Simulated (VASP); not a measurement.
Method: PBE GGA, VASP's PBE PAW potentials (set 64) (plane waves; VASP).

A VASP calculation is set up with these files.

### KPOINTS
```
Automatic mesh
0
gamma
 5 5 5
0 0 0
```

**POSCAR**
```
Ge
4.0320160
  0.0000000000   0.7071068170   0.7071068170
  0.7071068170   0.0000000000   0.7071068170
  0.7071068170   0.7071068170   0.0000000000
Ge
2
Cartesian
  0.0000000000   0.0000000000   0.0000000000
  0.3535534085   0.3535534085   0.3535534085
```

### INCAR
```
! general
SYSTEM  = Ge
PREC    = Accurate
ENCUT   = 300
LREAL   = .FALSE.
LASPH   = .TRUE.

! electronic loop
EDIFF   = 1E-6
NELM    = 100
ALGO    = Normal
LMAXMIX = 4

! smearing
ISMEAR  = -1
SIGMA   = 0.01

! functional
GGA     = PE

! ions
ISIF    = 2

! output
LWAVE   = .FALSE.
LCHARG  = .FALSE.
```

POTCAR, in this order: Ge_d (PBE.64 set). Program: vasp_std.

What VASP printed:

OUTCAR:
```
 ion  position               nearest neighbor table
   1  0.000  0.000  0.000-   2 2.47   2 2.47   2 2.47   2 2.47
   2  0.250  0.250  0.250-   1 2.47   1 2.47   1 2.47   1 2.47
  LATTYP: Found a face centered cubic cell.
 ALAT       =     5.7021320000
 Subroutine PRICEL returns:
 Original cell was already a primitive cell.
 Subroutine GETGRP returns: Found 48 space group operations
The static configuration has the point symmetry T_d .
 The point group associated with its full space group is O_h .
The dynamic configuration has the point symmetry T_d .
 Subroutine INISYM returns: Found 48 space group operations
 Subroutine IBZKPT returns following result:
 Found     10 irreducible k-points:

 Following reciprocal coordinates:
            Coordinates               Weight
  0.000000  0.000000  0.000000      1.000000
  0.200000  0.000000  0.000000      8.000000
  0.400000  0.000000  0.000000      8.000000
  0.200000  0.200000  0.000000      6.000000
  0.400000  0.200000  0.000000     24.000000
 -0.400000  0.200000  0.000000     24.000000
 -0.200000  0.200000  0.000000     12.000000
  0.400000  0.400000  0.000000      6.000000
 -0.400000  0.400000  0.000000     12.000000
 -0.400000  0.400000  0.200000     24.000000
   k-points           NKPTS =     10   k-points in BZ     NKDIM =     10   number of bands    NBANDS=     18
   number of dos      NEDOS =    301   number of ions     NIONS =      2
   total plane-waves  NPLWV =  13824
   dimension x,y,z NGX =    24 NGY =   24 NGZ =   24
   dimension x,y,z NGXF=    48 NGYF=   48 NGZF=   48
   ions per type =               2
   PREC   = accura    normal or accurate (medium, high low for compatibility)
   ISTART =      0    job   : 0-new  1-cont  2-samecut
   ICHARG =      2    charge: 1-file 2-atom 10-const
   ISPIN  =      1    spin polarized calculation?
   LNONCOLLINEAR =      F non collinear calculations
   LSORBIT =      F    spin-orbit coupling
   INIWAV =      1    electr: 0-lowe 1-rand  2-diag
...
```

File OSZICAR:
```
       N       E                     dE             d eps       ncg     rms          rms(c)
DAV:   1     0.134740160640E+03    0.13474E+03   -0.11832E+04   370   0.311E+03
DAV:   2     0.665899548049E+01   -0.12808E+03   -0.12631E+03   360   0.412E+02
DAV:   3    -0.861947681314E+01   -0.15278E+02   -0.15210E+02   398   0.123E+02
DAV:   4    -0.900373735251E+01   -0.38426E+00   -0.38378E+00   410   0.227E+01
DAV:   5    -0.900890230253E+01   -0.51650E-02   -0.51639E-02   410   0.250E+00    0.315E+00
DAV:   6    -0.895350188577E+01    0.55400E-01   -0.21439E-02   400   0.155E+00    0.189E+00
DAV:   7    -0.892245013491E+01    0.31052E-01   -0.59794E-02   388   0.226E+00    0.162E-01
DAV:   8    -0.892448023882E+01   -0.20301E-02   -0.71162E-03   400   0.119E+00    0.621E-02
DAV:   9    -0.892449854635E+01   -0.18308E-04   -0.30424E-04   464   0.325E-01    0.197E-02
DAV:  10    -0.892453054213E+01   -0.31996E-04   -0.81548E-05   390   0.108E-01    0.595E-03
DAV:  11    -0.892453258080E+01   -0.20387E-05   -0.64850E-06   426   0.469E-02    0.161E-03
DAV:  12    -0.892453292578E+01   -0.34498E-06   -0.45070E-07   276   0.800E-03
   1 F= -.89245329E+01 E0= -.89243802E+01  d E =-.305527E-03
```

OUTCAR:
```
------------------------ aborting loop because EDIFF is reached ----------------------------------------
  FORCE on cell =-STRESS in cart. coord.  units (eV):
  Direction    XX          YY          ZZ          XY          YZ          ZX
  --------------------------------------------------------------------------------------
  Total        0.2557186      0.2557186      0.2557186      0.0000000     -0.0000000      0.0000000
  in kB        8.8393667      8.8393667      8.8393667      0.0000000     -0.0000000      0.0000000
  external PRESSURE =       8.8393667 kB  Pullay stress =       0.0000000 kB
  volume of cell :       46.35
      direct lattice vectors                 reciprocal lattice vectors
     0.000000000  2.851066000  2.851066000    -0.175373001  0.175373001  0.175373001
     2.851066000  0.000000000  2.851066000     0.175373001 -0.175373001  0.175373001
     2.851066000  2.851066000  0.000000000     0.175373001  0.175373001 -0.175373001
 POSITION                                       TOTAL-FORCE (eV/Angst)
 -----------------------------------------------------------------------------------
      0.00000      0.00000      0.00000         0.000000     -0.000000     -0.000000
      1.42553      1.42553      1.42553        -0.000000      0.000000      0.000000
 -----------------------------------------------------------------------------------
    total drift:                               -0.000000      0.000000      0.000000
  FREE ENERGIE OF THE ION-ELECTRON SYSTEM (eV)
  ---------------------------------------------------
  free  energy   TOTEN  =        -8.9245329258 eV

  energy  without entropy=       -8.9242273988  energy(sigma->0) =       -8.92438016
```
(Selected blocks of OUTCAR.)

At this cut-off the stress carries a Pulay error, which pulls relaxed volumes low.

The structure is a typed Ge crystal (Fd-3m). The cell was not relaxed at this level. The k-mesh is coarse (spacing up to 0.38 per Å, 2π included), so the numbers may not be converged in it.
